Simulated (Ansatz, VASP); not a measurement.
**ZnS (Wurtzite-2H) in two plane-wave programs**

Wanted: the spread between two codes on one cell, functional and k mesh. The cell is taken from a series of runs on this material, whose earlier steps may have relaxed, scaled, displaced or heated it; both programs get it as it stands.

Method: plane waves, with VASP 6.6.1 beside it; zone-centre phonons at LDA, in Ansatz 0.2.0.

## Step 1: Starting point

The structure is hexagonal, space group P6_3mc (No. 186). Conventional cell: a = 3.814 Å, b = 3.814 Å, c = 6.256 Å, α = 90.00°, β = 90.00°, γ = 120.00°. S has 4 Zn at 2.34 Å nearest. Nearest to Zn lie 4 S at 2.34 Å. Farther neighbours and most contacts between anions are not listed.

## Step 2: VASP: zone-centre phonons, LDA

Second derivatives magnify differences that forces hide, and they need a tight electronic threshold.

Lines of VASP's logs that name or quote its potential files are left out, and so is its time.

INCAR

```
SYSTEM = ZnS
PREC = Accurate
ENCUT = 500
EDIFF = 1E-08
NELM = 120
ISMEAR = 0
SIGMA = 0.01
LREAL = .FALSE.
ALGO = Normal
GGA = CA
NBANDS = 24
LORBIT = 11
LWAVE = .FALSE.
LCHARG = .FALSE.
ISIF = 2
IBRION = 8
LEPSILON = .TRUE.
LASPH = .TRUE.
GGA_COMPAT = .FALSE.
EFERMI = MIDGAP
KPAR = 2
```

POSCAR

```
ZnS
1.0
    3.8137697336      0.0000000000      0.0000000000
   -1.9068848668      3.3028214735      0.0000000000
    0.0000000000      0.0000000000      6.2557841584
S Zn
2 2
Direct
    0.3333333333      0.6666666667      0.3797624124
    0.6666666667      0.3333333333      0.8797624124
    0.3333333333      0.6666666667      0.0052375876
    0.6666666667      0.3333333333      0.5052375876
```

KPOINTS

```
Automatic mesh
0
Gamma
12 12 8
0 0 0
```

PAW data sets: S and Zn (LDA family, release 64).

The run is started by

```bash
$ mpirun -np 2 vasp_std
```

Numbers of over 12 decimals in the logs are rounded to 6 here.

The program printed:

```text
[banner, memory and clock lines left out]
running    2 mpi-ranks, on    1 nodes
 distrk:  each k-point on    1 cores,    2 groups
 distr:  one band on    1 cores,    1 groups

 POSCAR found type information on POSCAR S Zn
 POSCAR found :  2 types and       4 ions
 LDA part: xc-table for (Slater(with rela. corr.)+CA(PZ))
 , standard interpolation
 POSCAR, INCAR and KPOINTS ok, starting setup
 FFT: planning ... GRIDC
 FFT: planning ... GRID_SOFT
 FFT: planning ... GRID
 WAVECAR not read
 entering main loop
       N       E                     dE             d eps       ncg     rms          rms(c)
DAV:   1     0.230850956030E+03    0.23085E+03   -0.17062E+04  4560   0.177E+03
DAV:   2     0.390991413268E+01   -0.22694E+03   -0.21940E+03  4928   0.359E+02
DAV:   3    -0.167660797757E+02   -0.20676E+02   -0.20567E+02  5600   0.110E+02
DAV:   4    -0.171921061212E+02   -0.42603E+00   -0.42574E+00  5400   0.165E+01
DAV:   5    -0.172000817988E+02   -0.79757E-02   -0.79749E-02  5816   0.213E+00    0.973E+00
DAV:   6    -0.163684910376E+02    0.83159E+00   -0.18565E+00  6736   0.406E+01    0.743E+00
DAV:   7    -0.163653498304E+02    0.31412E-02   -0.14590E+00  5184   0.723E+00    0.312E+00
DAV:   8    -0.163463288483E+02    0.19021E-01   -0.65941E-02  6200   0.266E+00    0.877E-01
DAV:   9    -0.163454931730E+02    0.83568E-03   -0.12940E-02  6480   0.181E+00    0.256E-01
DAV:  10    -0.163455572338E+02   -0.64061E-04   -0.64616E-04  5776   0.267E-01    0.152E-01
DAV:  11    -0.163455827414E+02   -0.25508E-04   -0.77804E-05  5704   0.143E-01    0.988E-02
DAV:  12    -0.163455776574E+02    0.50840E-05   -0.33930E-05  5560   0.119E-01    0.989E-03
DAV:  13    -0.163455780015E+02   -0.34416E-06   -0.24630E-06  5824   0.105E-02    0.449E-03
DAV:  14    -0.163455780789E+02   -0.77377E-07   -0.74334E-08  5808   0.307E-03    0.270E-03
DAV:  15    -0.163455780710E+02    0.78680E-08   -0.50255E-08  5648   0.498E-03
   1 F= -.16345578E+02 E0= -.16345578E+02  d E =0.000000E+00
 Linear response reoptimize wavefunctions to high precision
DAV:   1    -0.163455780720E+02   -0.96406E-09   -0.66572E-09  4968   0.573E-04
DAV:   2    -0.163455780720E+02    0.54570E-11   -0.40652E-10  3008   0.149E-04
 Linear response G [H, r] |phi>, progress :
  Direction:   1
       N       E                     dE             d eps       ncg     rms
RMM:   1    -0.813601001993E+02   -0.81360E+02    0.45688E+02  8616   0.917E+01
RMM:   2    -0.904255706584E+02   -0.90655E+01   -0.28157E+01  7499   0.339E+01
RMM:   3    -0.909503478293E+02   -0.52478E+00   -0.19631E+00  8122   0.891E+00
RMM:   4    -0.909702816138E+02   -0.19934E-01   -0.97542E-02  8283   0.185E+00
RMM:   5    -0.909712503970E+02   -0.96878E-03   -0.11782E-02  8379   0.486E-01
RMM:   6    -0.909714086421E+02   -0.15825E-03   -0.20132E-03  8532   0.145E-01
RMM:   7    -0.909714191410E+02   -0.10499E-04   -0.52193E-04  8663   0.486E-02
RMM:   8    -0.909714213768E+02   -0.22359E-05   -0.24766E-04  8726   0.180E-02
RMM:   9    -0.909714104301E+02    0.10947E-04   -0.34986E-04  8680   0.787E-03
RMM:  10    -0.909714117257E+02   -0.12956E-05   -0.41693E-04  7277   0.435E-03
RMM:  11    -0.909714059691E+02    0.57566E-05   -0.34012E-04  6236   0.291E-03
RMM:  12    -0.909714108421E+02   -0.48730E-05   -0.38164E-04  5755   0.242E-03
RMM:  13    -0.909714051706E+02    0.56716E-05   -0.16774E-04  5526   0.215E-03
RMM:  14    -0.909714107174E+02   -0.55468E-05   -0.31147E-04  5439   0.207E-03
RMM:  15    -0.909714054885E+02    0.52289E-05   -0.18912E-04  5334   0.201E-03
RMM:  16    -0.909714105512E+02   -0.50627E-05   -0.23425E-04  5233   0.199E-03
 Linear response G [H, r] |phi>, progress :
  Direction:   2
       N       E                     dE             d eps       ncg     rms
RMM:   1    -0.963008615488E+02   -0.96301E+02    0.27431E+02  8702   0.886E+01
RMM:   2    -0.101677150310E+03   -0.53763E+01   -0.22540E+01  7430   0.325E+01
RMM:   3    -0.102179409432E+03   -0.50226E+00   -0.14896E+00  8129   0.812E+00
RMM:   4    -0.102204374633E+03   -0.24965E-01   -0.78116E-02  8190   0.174E+00
RMM:   5    -0.102205616353E+03   -0.12417E-02   -0.16838E-02  8332   0.488E-01
RMM:   6    -0.102205691491E+03   -0.75138E-04   -0.70355E-03  8485   0.153E-01
RMM:   7    -0.102205501128E+03    0.19036E-03   -0.37582E-03  8620   0.533E-02
RMM:   8    -0.102205361370E+03    0.13976E-03   -0.20458E-03  8670   0.207E-02
RMM:   9    -0.102205280443E+03    0.80927E-04   -0.12385E-03  8641   0.895E-03
RMM:  10    -0.102205258276E+03    0.22167E-04   -0.11958E-03  7205   0.466E-03
RMM:  11    -0.102205187877E+03    0.70399E-04   -0.33257E-04  6341   0.283E-03
RMM:  12    -0.102205178379E+03    0.94983E-05   -0.37560E-04  5777   0.228E-03
RMM:  13    -0.102205171360E+03    0.70187E-05   -0.22286E-04  5474   0.198E-03
RMM:  14    -0.102205168349E+03    0.30106E-05   -0.35093E-04  5342   0.193E-03
RMM:  15    -0.102205166677E+03    0.16729E-05   -0.16386E-04  5283   0.187E-03
[...]
RMM:  12    -0.115756778897E+01    0.15160E-05    0.29590E-07 22041   0.309E-04    0.160E-05
RMM:  13    -0.115756756554E+01    0.22343E-06   -0.14750E-07 15653   0.144E-04    0.172E-05
RMM:  14    -0.115756733825E+01    0.22729E-06   -0.80999E-08 12392   0.847E-05    0.608E-06
 change of polarisation eV/A/(eV/A) component  1 :     2.197    -0.111     0.000
[...]
RMM:  14    -0.118207732753E+01   -0.64519E-07   -0.19481E-07  3682   0.779E-05    0.651E-06
 change of polarisation eV/A/(eV/A) component  3 :    -0.239    -0.222     2.245
 dielectric tensor                  component  3 :    -0.548    -0.510     6.156
 Linear response DOF=           4
 Linear response progress:
  Degree of freedom:   1/  4
       N       E                     dE             d eps       ncg     rms          rms(c)
RMM:   1    -0.106926710179E+00   -0.10693E+00    0.43076E-02 70556   0.193E+00
RMM:   2    -0.103783170546E+00    0.31435E-02   -0.62788E-03 42778   0.623E-01    0.162E-01
RMM:   3    -0.104127084338E+00   -0.34391E-03   -0.50520E-04 48628   0.150E-01    0.768E-02
RMM:   4    -0.104433584914E+00   -0.30650E-03   -0.74028E-05 47930   0.499E-02    0.192E-02
RMM:   5    -0.104486147019E+00   -0.52562E-04   -0.76322E-06 50203   0.135E-02    0.923E-03
RMM:   6    -0.104463259015E+00    0.22888E-04   -0.11515E-06 50284   0.451E-03    0.329E-03
RMM:   7    -0.104470759516E+00   -0.75005E-05   -0.23018E-08 48497   0.159E-03    0.808E-04
RMM:   8    -0.104470186579E+00    0.57294E-06   -0.45482E-08 51321   0.511E-04    0.593E-05
RMM:   9    -0.104469364320E+00    0.82226E-06   -0.91142E-08 49724   0.183E-04    0.506E-05
RMM:  10    -0.104469496592E+00   -0.13227E-06   -0.99701E-09 51219   0.705E-05    0.914E-06
RMM:  11    -0.104469588200E+00   -0.91608E-07   -0.86987E-09 49771   0.332E-05    0.213E-06
RMM:  12    -0.104469575934E+00    0.12266E-07   -0.46045E-09 48064   0.183E-05    0.546E-07
RMM:  13    -0.104469577109E+00   -0.11752E-08   -0.14983E-08 37195   0.122E-05    0.628E-07
 first order change of Fermi-energy  -0.88392E-01
 force on displaced ion       1 direction 1 :  -6.165   0.000  -0.000
 Born effective charge ion    1 direction 1 :  -1.927   0.000  -0.000
 Linear response progress:
  Degree of freedom:   2/  4
       N       E                     dE             d eps       ncg     rms          rms(c)
RMM:   1    -0.126080003292E+00   -0.12608E+00    0.53516E-02 16382   0.195E+00
RMM:   2    -0.121896827595E+00    0.41832E-02   -0.68319E-03  9495   0.711E-01    0.183E-01
RMM:   3    -0.122092396004E+00   -0.19557E-03   -0.81564E-04 11005   0.180E-01    0.882E-02
RMM:   4    -0.122271207234E+00   -0.17881E-03   -0.76868E-05  9906   0.608E-02    0.296E-02
RMM:   5    -0.122296231185E+00   -0.25024E-04   -0.17285E-05 10963   0.222E-02    0.846E-03
RMM:   6    -0.122285108620E+00    0.11123E-04   -0.26063E-07 11336   0.566E-03    0.437E-03
RMM:   7    -0.122288242609E+00   -0.31340E-05   -0.28030E-07 11396   0.155E-03    0.133E-03
RMM:   8    -0.122289657859E+00   -0.14152E-05    0.86074E-08 10183   0.107E-03    0.209E-04
RMM:   9    -0.122289769372E+00   -0.11151E-06   -0.19960E-07 11520   0.284E-04    0.899E-05
RMM:  10    -0.122289686285E+00    0.83087E-07   -0.12138E-07 11616   0.967E-05    0.268E-05
RMM:  11    -0.122289687040E+00   -0.75522E-09   -0.13306E-07 10662   0.407E-05    0.136E-05
RMM:  12    -0.122289651991E+00    0.35049E-07   -0.12724E-07 11594   0.244E-05    0.354E-06
RMM:  13    -0.122289669679E+00   -0.17688E-07   -0.14510E-07 10824   0.156E-05    0.132E-06
RMM:  14    -0.122289673686E+00   -0.40076E-08   -0.15930E-07  8926   0.123E-05    0.465E-07
RMM:  15    -0.122289675117E+00   -0.14310E-08   -0.15256E-07  7436   0.115E-05    0.118E-07
RMM:  16    -0.122289675462E+00   -0.34480E-09   -0.14689E-07  6724   0.112E-05    0.493E-08
 first order change of Fermi-energy  -0.79899E-01
 force on displaced ion       1 direction 3 :  -0.000  -0.000  -8.704
 Born effective charge ion    1 direction 3 :   0.000  -0.000  -2.032
 Linear response progress:
  Degree of freedom:   3/  4
       N       E                     dE             d eps       ncg     rms          rms(c)
RMM:   1    -0.213493000824E+00   -0.21349E+00   -0.10659E-02 41435   0.186E+00
RMM:   2    -0.211038316413E+00    0.24547E-02   -0.37647E-03 43519   0.417E-01    0.120E-01
RMM:   3    -0.210816146874E+00    0.22217E-03   -0.11364E-04 50000   0.664E-02    0.700E-02
RMM:   4    -0.210515599728E+00    0.30055E-03   -0.15763E-05 49311   0.233E-02    0.370E-03
RMM:   5    -0.210508278601E+00    0.73211E-05   -0.31352E-06 51204   0.479E-03    0.146E-03
RMM:   6    -0.210510400843E+00   -0.21222E-05   -0.39781E-07 51309   0.190E-03    0.343E-04
RMM:   7    -0.210510682238E+00   -0.28140E-06   -0.49835E-07 51716   0.562E-04    0.183E-04
RMM:   8    -0.210510747980E+00   -0.65742E-07   -0.27886E-07 51076   0.271E-04    0.287E-05
RMM:   9    -0.210510560899E+00    0.18708E-06   -0.15169E-07 51862   0.853E-05    0.157E-05
RMM:  10    -0.210510446273E+00    0.11463E-06   -0.33747E-08 51061   0.426E-05    0.303E-06
RMM:  11    -0.210510445162E+00    0.11111E-08   -0.28347E-08 50548   0.187E-05    0.121E-06
 first order change of Fermi-energy  -0.15953E+00
 force on displaced ion       3 direction 1 :  -5.388   0.000  -0.000
 Born effective charge ion    3 direction 1 :   1.926  -0.000   0.000
 Linear response progress:
  Degree of freedom:   4/  4
       N       E                     dE             d eps       ncg     rms          rms(c)
RMM:   1    -0.219646583022E+00   -0.21965E+00   -0.72634E-03  9384   0.188E+00
RMM:   2    -0.216885802942E+00    0.27608E-02   -0.37968E-03  9890   0.433E-01    0.142E-01
RMM:   3    -0.216544684097E+00    0.34112E-03   -0.14358E-04 11225   0.816E-02    0.750E-02
RMM:   4    -0.216215374747E+00    0.32931E-03   -0.67999E-05 11025   0.421E-02    0.192E-02
RMM:   5    -0.216140755113E+00    0.74620E-04   -0.13769E-05 11528   0.173E-02    0.672E-03
RMM:   6    -0.216147792390E+00   -0.70373E-05    0.22876E-06 10915   0.473E-03    0.378E-03
RMM:   7    -0.216155094336E+00   -0.73019E-05   -0.27705E-07 10843   0.255E-03    0.557E-04
RMM:   8    -0.216155845195E+00   -0.75086E-06    0.25339E-07 11174   0.803E-04    0.192E-04
RMM:   9    -0.216155463425E+00    0.38177E-06   -0.43442E-07 11639   0.278E-04    0.394E-05
RMM:  10    -0.216155370183E+00    0.93242E-07   -0.15397E-07 11713   0.114E-04    0.239E-05
RMM:  11    -0.216155356075E+00    0.14108E-07   -0.99037E-08 11686   0.410E-05    0.762E-06
RMM:  12    -0.216155383282E+00   -0.27207E-07   -0.21342E-08 10691   0.229E-05    0.454E-06
RMM:  13    -0.216155393015E+00   -0.97332E-08   -0.13747E-08 10844   0.151E-05    0.723E-07
 first order change of Fermi-energy   0.79813E-01
 force on displaced ion       3 direction 3 :   0.000   0.000  -7.162
 Born effective charge ion    3 direction 3 :   0.000   0.000   2.032
 Born effective charges drift removed
 Linear response finished
```

(Part 1 of 3 ends here.)

[Lines on the potential files, build, host, timing and source positions are cut from VASP's logs without a mark.]

[Logs are printed without paths, hosts, clocks, repeated set-up lines and the standing remarks that a program may print on its own settings, such as how far it seeks lower states.]

[Hosts, paths, dates, database ids (printed as entryN), source tags and the programs' standing remarks are cut or masked in the printed files.]
